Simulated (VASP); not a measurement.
# Ir(111), as cut: electronic structure

Aim: model Ir(111) by a slab and find how far its highest filled level lies below the vacuum.

Method: LDA; plane waves and PAW (Ir), in VASP 6.6.1.

Report form: the programs' logs are mostly left out.

## (1) The structure

The cell holds 7 atoms: 7 Ir. Its edges and angles: a = 2.715 Å, b = 2.715 Å, c = 31.302 Å, α = 90.0°, β = 90.0°, γ = 60.0°. Vacuum lies along c.

Coordinates:

```xyz
7
Lattice="2.7153 0.0000 0.0000 1.3576 2.3515 0.0000 0.0000 0.0000 31.3022" Properties=species:S:1:pos:R:3
Ir    0.0000    0.0000    9.0000
Ir    1.3576    0.7838   11.2170
Ir    2.7153    1.5677   13.4341
Ir    0.0000    0.0000   15.6511
Ir    1.3576    0.7838   17.8681
Ir    2.7153    1.5677   20.0851
Ir    0.0000    0.0000   22.3022
```

## (2) Potential and states of the slab

A static run writes the electrostatic potential without exchange and correlation (LVHAR), which is flat in the vacuum and gives the level to count from. The dipole correction cancels the field that unlike faces would set up across the vacuum.

Input file INCAR:

```
SYSTEM = Ir
PREC = Normal
ENCUT = 300
EDIFF = 1E-06
NELM = 120
ISMEAR = -1
SIGMA = 0.1
LREAL = .FALSE.
ALGO = Fast
GGA = CA
NBANDS = 50
LASPH = .TRUE.
LORBIT = 11
LWAVE = .FALSE.
LCHARG = .TRUE.
IDIPOL = 3
LDIPOL = .TRUE.
DIPOL = 0.5 0.5 0.5
LVHAR = .TRUE.
LVACPOTAV = .TRUE.
LELF = .TRUE.
NEDOS = 1500
```

Input file POSCAR:

```
Ir
1.0
    2.7152900398      0.0000000000      0.0000000000
    1.3576450199      2.3515101531      0.0000000000
    0.0000000000      0.0000000000     31.3021502021
Ir
7
Direct
    0.0000000000      0.0000000000      0.2875201845
    0.3333333333      0.3333333333      0.3583467896
    0.6666666667      0.6666666667      0.4291733948
    0.0000000000      0.0000000000      0.5000000000
    0.3333333333      0.3333333333      0.5708266052
    0.6666666667      0.6666666667      0.6416532104
    0.0000000000      0.0000000000      0.7124798155
```

Input file KPOINTS:

```
Automatic mesh
0
Gamma
18 18 1
0 0 0
```

Input file KPOINTS_OPT:

```
Line mode
14
Line-mode
Reciprocal
  0.00000000   0.00000000   0.00000000 GAMMA
  0.00000000  -0.50000000   0.00000000 M

  0.00000000  -0.50000000   0.00000000 M
  0.33333333  -0.33333333   0.00000000 K

  0.33333333  -0.33333333   0.00000000 K
  0.00000000   0.00000000   0.00000000 GAMMA
```

PAW data sets: Ir (LDA family, release 64).

Launch:

```
$ mpirun -np 2 vasp_std
```

It took 89 s on 2 MPI ranks of Intel Xeon 6975P-C (Granite Rapids), shared host; peak memory 0.4 GiB.

This run has no spin polarisation. Its electron count is odd, so without a moment it is a metal by construction.

Numbers from this step:

```
electronic cycles                               : 35
electrons                                       : 63
free energy (TOTEN)                             : -70.0701 eV
energy at zero smearing                         : -69.9477 eV
Fermi energy                                    : 2.119 eV
labelled metallic, from the levels on this mesh : yes
DOS at the Fermi level                          : 7.261 states/eV/cell
dipole moment                                   : 0, 0, 0 e·Å
vacuum levels                                   : 7.982, 7.982 eV
work functions of the upper and lower face      : 5.863, 5.863 eV
```

Electronic bands along the path, in eV, zero at the Fermi level; # counts the bands kept:

```csv
point,#27,#28,#29,#30,#31,#32,#33,#34
Γ,-1.98,-1.24,-1.24,-1.24,-1.24,-1.04,-1.04,-0.61
0.54 of the way,-1.69,-1.44,-1.43,-1.22,-0.92,-0.87,-0.68,-0.48
M,0.51,0.78,0.92,0.93,0.97,1.06,1.17,1.34
0.54 of the way,-0.51,-0.27,0.06,0.15,0.33,0.52,0.65,0.98
K,-1.31,-1.31,-0.11,0.08,0.23,0.23,0.50,0.54
0.54 of the way,-1.77,-1.51,-1.34,-1.17,-0.80,-0.67,-0.48,-0.10
Γ,-1.98,-1.24,-1.24,-1.24,-1.24,-1.04,-1.04,-0.61
```

The density of states has structure finer than the step of the table below, so its rows give means over 1 eV, whole bins alone (the curve runs from -12.0 to 7.89 eV). Peaks (eV: height): total -6.2: 7.96, -3.6: 12.1, -1.6: 8.91, 0.8: 10.6; Ir s -7.3: 1.51, -3.6: 0.312, 7.2: 1.06; Ir p -3.6: 0.996, 3.3: 0.614, 4.6: 0.642, 7.2: 0.654; Ir d -6.2: 5.97, -3.6: 10.1, -1.6: 7.49, 0.8: 9.81.

Means over bins of 0.082 eV. The density of states by energy, zero at the Fermi level; means over each step; values in states/eV/cell:

```csv
energy (eV),total,Ir s,Ir p,Ir d
-11,0.0731,0.0615,0.00182,0
-10,0.361,0.285,0.0236,0.00501
-9,0.717,0.499,0.0770,0.0481
-8,2.40,1.00,0.204,0.953
-7,6.60,1.28,0.426,4.34
-6,7.12,0.588,0.540,5.44
-5,7.33,0.168,0.665,5.93
-4,9.55,0.266,0.844,7.82
-3,9.75,0.232,0.812,8.04
-2,7.87,0.153,0.613,6.50
-1,7.63,0.116,0.436,6.52
0,7.77,0.0966,0.302,6.91
1,7.53,0.113,0.236,6.86
2,2.20,0.152,0.340,1.52
3,2.09,0.200,0.495,1.16
4,1.91,0.231,0.530,0.897
5,1.84,0.291,0.534,0.708
6,2.06,0.330,0.469,0.501
7,3.42,0.875,0.495,0.739
```

The planar average of the electrostatic potential oscillates, so the rows of the table below give means over windows of 2.24 Å about each position, cut where the curve ends. Its maxima inside the range that stand out by 2 % of the span (Å: eV): 10.1: -1.46, 12.3: -1.71, 14.5: -1.70, 16.8: -1.70, 19.0: -1.71, 21.2: -1.46. Its minima: 9.1: -18.0, 11.2: -18.5, 13.4: -18.5, 15.7: -18.6, 17.9: -18.5, 20.1: -18.5, 22.2: -18.0.

Zero at the Fermi level. Planar average of the electrostatic potential against height; means over each step:

```csv
height (Å),planar average of the electrostatic potential (eV)
1.12,5.87
3.36,5.87
5.60,5.84
7.84,-1.71
10.08,-10.1
12.32,-10.4
14.56,-10.4
16.80,-10.4
19.04,-10.4
21.28,-10.1
23.52,-1.11
25.76,5.84
28.00,5.87
30.24,5.87
```

Density of states in the PAW spheres, an atom over height of the layer and energy from the Fermi level.

Ten even steps from '_' (0.16 states/eV) to '@' (1.71 states/eV), each cell a mean:
```
####**++**####
##++======++##
##==========##
##++--++--++##
**==========**
##==**++**==##
**==++==++==**
##++==++==++##
@@==========@@
@@####**####@@
%%%%@@@@@@%%%%
**##%%%%%%##**
==**********==
==++******++==
==++++++++++==
--==========--
==++======++==
==##++==++##==
::****++****::
..++******++..
__--======--__
__..::::::..__
```
Columns: height of the layer (Å) from 9 to 22.3; rows upwards: energy from the Fermi level (eV) from -7.9 to 0.5.

Force by atom:

```csv
atom,x (eV/Å),y (eV/Å),z (eV/Å),size
Ir1,0.000,0.000,0.760,0.760
Ir2,0.000,0.000,-0.341,0.341
Ir3,0.000,0.000,-0.226,0.226
Ir4,0.000,0.000,0.000,0.000
Ir5,0.000,0.000,0.226,0.226
Ir6,0.000,0.000,0.341,0.341
Ir7,0.000,0.000,-0.760,0.760
```

ELF in the ca plane at fractional y = 0.000, with atoms of Ir within 0.2 Å of it. It is the smooth field of the valence electrons, not physical close to the nuclei.

Values, 5 rows by 16 columns, each cell a mean:
```
0.29 0.23 0.32 0.30 0.06 0.28 0.32 0.24 0.28 0.31 0.22 0.10 0.21 0.06 0.04 0.00
0.32 0.33 0.32 0.32 0.30 0.32 0.32 0.33 0.32 0.32 0.31 0.32 0.23 0.06 0.06 0.00
0.28 0.35 0.28 0.31 0.36 0.30 0.29 0.34 0.30 0.31 0.31 0.38 0.25 0.06 0.01 0.00
0.32 0.29 0.33 0.33 0.20 0.32 0.33 0.30 0.32 0.32 0.29 0.23 0.22 0.06 0.00 0.00
0.27 0.20 0.32 0.27 0.07 0.24 0.32 0.21 0.25 0.30 0.18 0.06 0.21 0.06 0.01 0.00
```
Columns run along c (16.0 Å, from fractional 0.36 to 0.87 of the cell), rows up along a (2.7 Å). Atoms in or near the plane, at fractional coordinates: Ir at (0.50, 0.00), Ir at (0.71, 0.00).

Valence density in the ca plane at fractional y = 0.000, with atoms of Ir within 0.2 Å of it. It is the smooth field of the valence electrons, not physical close to the nuclei.

Ten even steps from '0' (0.0 e/Å³) to '9' (2.5 e/Å³), each cell a mean:
```
11000111113787421111100111113688620000000000
21111121112455311122111122112455410000000000
32111232111232111233211233211233200000000000
43212343211111111343211344211111100000000000
33212333211122111333211233211122100000000000
22111222112344211222111222111344310000000000
11101111113676421111100111112577520000000000
11000111114798521111000111113699620000000000
```
Columns run along c (16.0 Å, from fractional 0.36 to 0.87 of the cell), rows up along a (2.7 Å). Atoms in or near the plane, at fractional coordinates: Ir at (0.50, 0.00), Ir at (0.71, 0.00).

Electrostatic potential energy in the ca plane at fractional y = 0.000, with atoms of Ir within 0.2 Å of it. With pseudopotentials it is smooth inside the atoms' cores, unlike the true potential.

Ten even steps from '0' (-45 eV) to '9' (8 eV), each cell a mean:
```
88999888874000378888999888886200168999999999
77898777886312588877898877887422479999999999
56787656788656788655788655788766789999999999
45787545788888887544687544688888899999999999
45787545788777888645788645688877899999999999
67888767887434688767888766787533589999999999
88999888885101478888899888886200268999999999
89999988874000268888999988985100158999999999
```
Columns run along c (16.0 Å, from fractional 0.36 to 0.87 of the cell; values clipped at the 3rd and 97th percentile), rows up along a (2.7 Å). Atoms in or near the plane, at fractional coordinates: Ir at (0.50, 0.00), Ir at (0.71, 0.00).

Only the dipole across the slab is computed (IDIPOL = 3); zeros along the plane are no results.

The map of layer states is cut here 0.5 eV above the Fermi level, so it leaves out the states above that.

The vacuum level lies 5.86 eV above the Fermi level at the upper face; both faces agree, as the slab has next to no dipole.

The program found no field-free point at its default tolerance, but its printed level agrees with the flat part of the planar average.

On this mesh the fine structure of the density of states is sampling noise, and high empty states may be cut by the number of bands.

## (3) Derived quantities

This step: slab, LDA; plane waves and PAW (VASP 6.6.1).

Derived from the runs above.

## (4) Slab, other settings

This step: LDA; plane waves and PAW (Ir) (VASP 6.6.1).

The run is repeated with some settings moved, to see what they change.

Input file INCAR:

```
SYSTEM = Ir
PREC = Normal
ENCUT = 300
EDIFF = 1E-06
NELM = 120
ISMEAR = 2
SIGMA = 0.5
LREAL = .FALSE.
ALGO = Normal
GGA = CA
NBANDS = 39
LASPH = .TRUE.
LORBIT = 11
LWAVE = .FALSE.
LCHARG = .FALSE.
KPAR = 2
IDIPOL = 3
LDIPOL = .TRUE.
DIPOL = 0.5 0.5 0.5
LVHAR = .TRUE.
LVACPOTAV = .TRUE.
```

POSCAR is that of step 2.

KPOINTS is that of step 2.

Launch:

```
$ mpirun -np 2 vasp_std
```

It took 61 s on 2 MPI ranks; peak memory 0.37 GiB.

Settings moved on purpose: ALGO = Normal, ISMEAR = 2 and SIGMA = 0.5. The run ended without an error; the comparison shows what it cost.

Against the run that it repeats, NBANDS also differs.

The two runs compared:

```csv
quantity,this run,the run it repeats,difference
energy at zero smearing (eV),-69.950,-69.948,-0.00229
free energy (TOTEN) (eV),-69.944,-70.070,0.126
Fermi energy (eV),2.1136,2.119,-0.00540
electronic cycles,36,35,1
```

The total energy moves by -0.3 meV an atom.

## (5) Summary of results

| Quantity | Value |
| --- | --- |
| work function of the slab | 5.86 eV |

**Reading.** The work function is 5.86 eV at both faces. Spin-orbit coupling is left out, which matters for the heavy elements here. No atom was relaxed. The cell in the plane was kept as given and was not relaxed here.

[Lines on the potential files, build, host, timing and source positions are cut from VASP's logs without a mark.]

[Logs are printed without paths, hosts, clocks, repeated set-up lines and the standing remarks that a program may print on its own settings, such as how far it seeks lower states.]

[Hosts, paths, dates, database ids (printed as entryN), source tags and the programs' standing remarks are cut or masked in the printed files.]

[In band tables of VASP the shares of atoms and orbitals are scaled to a sum of 1 inside the atoms' spheres.]

[Runs that stopped without an error message from VASP are left out.]
